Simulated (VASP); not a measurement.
Input:

```yaml
crystal:
  lattice:
    - [3.89659, 0.00000, 0.00000]
    - [0.00000, 3.89659, 0.00000]
    - [0.00000, 0.00000, 3.89659]
  atoms:
    - { symbol: Sr, position: [0.00000, 0.00000, 0.00000] }
    - { symbol: Ti, position: [0.50000, 0.50000, 0.50000] }
    - { symbol: O, position: [0.50000, 0.00000, 0.50000] }
    - { symbol: O, position: [0.00000, 0.50000, 0.50000] }
    - { symbol: O, position: [0.50000, 0.50000, 0.00000] }
```

Computed with RPBE GGA, VASP's PBE PAW potentials (set 64) (plane waves; VASP 6.6.1). Settings: 520 eV cut-off, 6×6×6 Γ-centred mesh, Gaussian smearing of 0.050 eV, potentials Sr_sv Ti_sv O.

**Question.** Give the stress tensor in GPa (positive for a compressed cell).

**Answer.** 
```
10.86   0.00   0.00
 0.00  10.86   0.00
 0.00   0.00  10.86
```
The pressure is its mean diagonal, 10.86 GPa.

The compound is SrTiO3 in the cubic perovskite structure, the ideal cubic form; the compound distorts at low or room temperature. This cell is one point of a volume scan, at 0.94 of the reference volume.
